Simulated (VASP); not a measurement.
# Hf7VO16 (a cell with a defect) in VASP: further runs, part 2 of 2

VASP 6.6.1. Earlier steps stand in the parts before.

### Step 3. Electric field gradients, PBE, collinear spin, typed start

Contents of INCAR:

```
SYSTEM = YHf7O16
  PREC = Accurate
  ENCUT = 520
  EDIFF = 1E-8
  ISMEAR = -1
  SIGMA = 0.01
  LREAL = Auto
  LASPH = .True.
  NELM = 150
  ALGO = Normal
  ISIF = 2
  LWAVE = .False.
  LCHARG = .False.
  ISPIN = 2
  MAGMOM = 1 0 0 0 0 0 0 0 0 0 0 0 0 0 0 0 0 0 0 0 0 0 0 0
  LORBIT = 11
  LMAXMIX = 4
  GGA = PE
  LEFG = .True.
  NBANDS = 110
```

Contents of KPOINTS:

```
regular mesh
0
Gamma
  3 3 3
  0 0 0
```

Contents of POSCAR:

```
YHf7O16
1.0
    0.0000000000      5.1150000000      5.1150000000
    5.1150000000      0.0000000000      5.1150000000
    5.1150000000      5.1150000000      0.0000000000
Y Hf O
1 7 16
Direct
    0.0000000000      0.0000000000      0.0000000000
    0.0000000000      0.0000000000      0.5000000000
    0.0000000000      0.5000000000      0.0000000000
    0.0000000000      0.5000000000      0.5000000000
    0.5000000000      0.0000000000      0.0000000000
    0.5000000000      0.0000000000      0.5000000000
    0.5000000000      0.5000000000      0.0000000000
    0.5000000000      0.5000000000      0.5000000000
    0.1250000000      0.1250000000      0.1250000000
    0.1250000000      0.1250000000      0.6250000000
    0.1250000000      0.6250000000      0.1250000000
    0.1250000000      0.6250000000      0.6250000000
    0.6250000000      0.1250000000      0.1250000000
    0.6250000000      0.1250000000      0.6250000000
    0.6250000000      0.6250000000      0.1250000000
    0.6250000000      0.6250000000      0.6250000000
    0.3750000000      0.3750000000      0.3750000000
    0.3750000000      0.3750000000      0.8750000000
    0.3750000000      0.8750000000      0.3750000000
    0.3750000000      0.8750000000      0.8750000000
    0.8750000000      0.3750000000      0.3750000000
    0.8750000000      0.3750000000      0.8750000000
    0.8750000000      0.8750000000      0.3750000000
    0.8750000000      0.8750000000      0.8750000000
```

Potentials or basis: VASP PAW PBE potentials, release 64 (Y_sv, Hf_pv, O).

On the command line:

```bash
$ cat potpaw_PBE.64/Y_sv/POTCAR potpaw_PBE.64/Hf_pv/POTCAR potpaw_PBE.64/O/POTCAR > POTCAR
$ mpirun -np 1 vasp_std > vasp.out
```

OUTCAR:

```text
SYSTEM = YHf7O16
   PREC = Accurate
   ENCUT = 520
   EDIFF = 1E-8
   ISMEAR = -1
   LREAL = Auto
   LASPH = .True.
   NELM = 150
   ISIF = 2
   ISPIN = 2
   LORBIT = 11
   GGA = PE

 ion  position               nearest neighbor table
   1  0.000  0.000  0.000-   9 2.21  10 2.21  11 2.21  13 2.21  20 2.21  22 2.21  23 2.21  24 2.21
                             5 3.62   2 3.62   3 3.62   2 3.62   4 3.62   6 3.62   3 3.62   4 3.62
   2  0.000  0.000  0.500-   9 2.21  10 2.21  12 2.21  14 2.21  19 2.21  21 2.21  23 2.21  24 2.21
                             6 3.62   1 3.62   4 3.62   1 3.62   3 3.62   5 3.62   3 3.62   4 3.62
   3  0.000  0.500  0.000-   9 2.21  11 2.21  12 2.21  15 2.21  18 2.21  21 2.21  22 2.21  24 2.21
                             7 3.62   1 3.62   4 3.62   2 3.62   4 3.62   8 3.62   1 3.62   2 3.62
   4  0.000  0.500  0.500-  10 2.21  11 2.21  12 2.21  16 2.21  17 2.21  21 2.21  22 2.21  23 2.21
                             8 3.62   2 3.62   3 3.62   1 3.62   3 3.62   7 3.62   1 3.62   2 3.62
   5  0.500  0.000  0.000-   9 2.21  13 2.21  14 2.21  15 2.21  18 2.21  19 2.21  20 2.21  24 2.21
                             7 3.62   1 3.62   6 3.62   2 3.62   6 3.62   8 3.62   3 3.62   7 3.62
   6  0.500  0.000  0.500-  10 2.21  13 2.21  14 2.21  16 2.21  17 2.21  19 2.21  20 2.21  23 2.21
                             8 3.62   2 3.62   5 3.62   1 3.62   5 3.62   7 3.62   4 3.62   7 3.62
   7  0.500  0.500  0.000-  11 2.21  13 2.21  15 2.21  16 2.21  17 2.21  18 2.21  20 2.21  22 2.21
                             8 3.62   3 3.62   5 3.62   4 3.62   6 3.62   8 3.62   1 3.62   5 3.62
   8  0.500  0.500  0.500-  12 2.21  14 2.21  15 2.21  16 2.21  17 2.21  18 2.21  19 2.21  21 2.21
                             7 3.62   4 3.62   6 3.62   3 3.62   5 3.62   7 3.62   2 3.62   5 3.62
   9  0.125  0.125  0.125-   1 2.21   2 2.21   3 2.21   5 2.21
  10  0.125  0.125  0.625-   1 2.21   2 2.21   4 2.21   6 2.21
  11  0.125  0.625  0.125-   1 2.21   3 2.21   4 2.21   7 2.21
  12  0.125  0.625  0.625-   2 2.21   3 2.21   4 2.21   8 2.21
  13  0.625  0.125  0.125-   1 2.21   5 2.21   6 2.21   7 2.21
  14  0.625  0.125  0.625-   2 2.21   5 2.21   6 2.21   8 2.21
[... 8 lines left out ...]
  23  0.875  0.875  0.375-   1 2.21   2 2.21   4 2.21   6 2.21
  24  0.875  0.875  0.875-   1 2.21   2 2.21   3 2.21   5 2.21
[... 1117 lines left out ...]
 ion       V_xx      V_yy      V_zz      V_xy      V_xz      V_yz
---------------------------------------------------------------------
   1       0.000    -0.000    -0.000     0.000     0.000     0.000
   2       2.188     2.188    -4.377   -18.023    -0.001    -0.001
   3       2.188    -4.377     2.188    -0.001   -18.023    -0.001
   4      -4.377     2.188     2.188    -0.000    -0.000    18.022
   5      -4.377     2.188     2.188    -0.001    -0.001   -18.023
   6       2.188    -4.377     2.188    -0.000    18.022    -0.000
[... 16 lines left out ...]
  23       0.000     0.000    -0.000   -10.267    10.272    10.272
  24       0.000     0.000     0.000   -10.267   -10.267   -10.267
---------------------------------------------------------------------

 Electric field gradients after diagonalization (V/A^2)
 (convention: |V_zz| > |V_xx| > |V_yy|)
----------------------------------------------------------------------
 ion       V_xx      V_yy      V_zz     asymmetry (V_yy - V_xx)/ V_zz
----------------------------------------------------------------------
   1      -0.000    -0.000     0.000       0.000
   2     -15.834    -4.377    20.211       0.567
   3     -15.834    -4.377    20.211       0.567
   4     -15.833    -4.377    20.210       0.567
   5     -15.834    -4.377    20.211       0.567
   6     -15.833    -4.377    20.210       0.567
[... 16 lines left out ...]
  23      10.273    10.267   -20.540       0.000
  24      10.267    10.267   -20.534       0.000
----------------------------------------------------------------------

           NMR quadrupolar parameters

 Cq : quadrupolar parameter    Cq=e*Q*V_zz/h
 eta: asymmetry parameters     (V_yy - V_xx)/ V_zz
 Q  : nuclear electric quadrupole moment in mb (millibarn)
----------------------------------------------------------------------
 ion       Cq(MHz)       eta       Q (mb)
----------------------------------------------------------------------
   1       0.000       0.000       1.000
   2       0.049       0.567       1.000
   3       0.049       0.567       1.000
   4       0.049       0.567       1.000
   5       0.049       0.567       1.000
   6       0.049       0.567       1.000
[... 16 lines left out ...]
  23      -0.050       0.000       1.000
  24      -0.050       0.000       1.000
----------------------------------------------------------------------

 total charge

# of ion       s       p       d       f       tot
--------------------------------------------------
    1        2.208   6.705   1.242   0.250  10.405
    2        0.286   6.543   1.331   0.000   8.160
    3        0.286   6.543   1.331   0.000   8.160
    4        0.286   6.543   1.331   0.000   8.160
    5        0.286   6.543   1.331   0.000   8.160
    6        0.286   6.543   1.331   0.000   8.160
[... 16 lines left out ...]
   23        1.565   3.523   0.000   0.000   5.088
   24        1.565   3.523   0.000   0.000   5.088
--------------------------------------------------
tot         29.232 108.893  10.555   0.250 148.930

 magnetization (x)

# of ion       s       p       d       f       tot
--------------------------------------------------
    1        0.000   0.000  -0.000  -0.000  -0.000
    2       -0.000  -0.000  -0.000   0.000  -0.000
    3       -0.000  -0.000  -0.000   0.000  -0.000
    4       -0.000  -0.000  -0.000   0.000  -0.000
    5       -0.000  -0.000  -0.000   0.000  -0.000
    6       -0.000  -0.000  -0.000   0.000  -0.000
[... 16 lines left out ...]
   23        0.000   0.000   0.000   0.000   0.000
   24        0.000   0.000   0.000   0.000   0.000
--------------------------------------------------
tot          0.000   0.000  -0.000  -0.000   0.000
```

OSZICAR:

```text
N       E                     dE             d eps       ncg     rms          rms(c)
DAV:   1     0.120172791966E+04    0.12017E+04   -0.10059E+05  1760   0.163E+03
DAV:   2    -0.187942163530E+03   -0.13897E+04   -0.13332E+04  2120   0.421E+02
DAV:   3    -0.277529381330E+03   -0.89587E+02   -0.88601E+02  2120   0.956E+01
[... 13 lines left out ...]
DAV:  17    -0.235742239952E+03   -0.20360E-05   -0.23339E-06  2048   0.486E-03    0.217E-02
DAV:  18    -0.235742239538E+03    0.41386E-06   -0.69912E-07  2056   0.232E-03    0.661E-03
DAV:  19    -0.235742239502E+03    0.36167E-07   -0.79259E-08  1920   0.892E-04    0.996E-04
DAV:  20    -0.235742239557E+03   -0.55141E-07   -0.56086E-08  1696   0.613E-04    0.409E-04
DAV:  21    -0.235742239555E+03    0.28413E-08   -0.38133E-09  1320   0.191E-04
   1 F= -.23574224E+03 E0= -.23574091E+03  d E =-.266496E-02  mag=    -0.0000
```

stdout:

```text
POSCAR found type information on POSCAR Y HfO
 POSCAR found :  3 types and      24 ions
 scaLAPACK will be used
 LDA part: xc-table for (Slater+PW92), standard interpolation
 POSCAR, INCAR and KPOINTS ok, starting setup
 FFT: planning ... GRIDC
 FFT: planning ... GRID_SOFT
 FFT: planning ... GRID
 WAVECAR not read
 entering main loop
ion   1

ion   2

ion   3

ion   4

ion   5

ion   6

ion   7

ion   8

ion   9

ion  10

ion  11

ion  12

ion  13

ion  14

ion  15

ion  16

ion  17

ion  18

ion  19

ion  20

ion  21

ion  22

ion  23

ion  24
```

Wall time 6.8 min (1 thread of Intel Xeon 6975P-C (Granite Rapids), shared host); peak memory 0.61 GiB.

Results:

```yaml
Free_energy: -235.7422 eV
Pressure: -0.5 GPa
Largest_force: 1.984 eV/Å
Band_gap_on_the_k_mesh: none (metal or under the smearing width)
Net_moment: 0.00 μB per cell
Valence_electrons_inside_the_program's_atomic_spheres: Y 10.40; Hf 8.16; O 5.09
```

Forces on the atoms (eV/Å):
```
Y    0.000  0.000  0.000
Hf   0.000  0.000  0.000
Hf   0.000  0.000  0.000
Hf   0.000  0.000  0.000
Hf   0.000  0.000  0.000
Hf   0.000  0.000  0.000
Hf   0.000  0.000  0.000
Hf   0.000  0.000  0.000
O    1.145  1.145  1.145
O   -1.145 -1.145  1.145
O   -1.145  1.145 -1.145
O   -0.165  0.165  0.165
O    1.145 -1.145 -1.145
O    0.165 -0.165  0.165
O    0.165  0.165 -0.165
O   -0.165 -0.165 -0.165
O    0.165  0.165  0.165
O   -0.165 -0.165  0.165
O   -0.165  0.165 -0.165
O   -1.145  1.145  1.145
O    0.165 -0.165 -0.165
O    1.145 -1.145  1.145
O    1.145  1.145 -1.145
O   -1.145 -1.145 -1.145
```

Electric field gradients, principal values (V/Å²):
| atom | Vxx | Vyy | Vzz |
| --- | --- | --- | --- |
| 1 Y | 0.000 | 0.000 | 0.000 |
| 2 Hf | -4.377 | -15.834 | 20.211 |
| 3 Hf | -4.377 | -15.834 | 20.211 |
| 4 Hf | -4.377 | -15.833 | 20.210 |
| 5 Hf | -4.377 | -15.834 | 20.211 |
| 6 Hf | -4.377 | -15.833 | 20.210 |
| 7 Hf | -4.377 | -15.833 | 20.210 |
| 8 Hf | 0.000 | 0.000 | -0.001 |
| 9 O | 10.267 | 10.267 | -20.534 |
| 10 O | 10.267 | 10.273 | -20.540 |
| 11 O | 10.267 | 10.273 | -20.540 |
| 12 O | 0.350 | 0.356 | -0.705 |
| 13 O | 10.267 | 10.273 | -20.540 |
| 14 O | 0.350 | 0.356 | -0.705 |
| 15 O | 0.350 | 0.356 | -0.705 |
| 16 O | 0.350 | 0.350 | -0.700 |
| 17 O | 0.350 | 0.350 | -0.700 |
| 18 O | 0.350 | 0.356 | -0.705 |
| 19 O | 0.350 | 0.356 | -0.705 |
| 20 O | 10.267 | 10.273 | -20.540 |
| 21 O | 0.350 | 0.356 | -0.705 |
| 22 O | 10.267 | 10.273 | -20.540 |
| 23 O | 10.267 | 10.273 | -20.540 |
| 24 O | 10.267 | 10.267 | -20.534 |
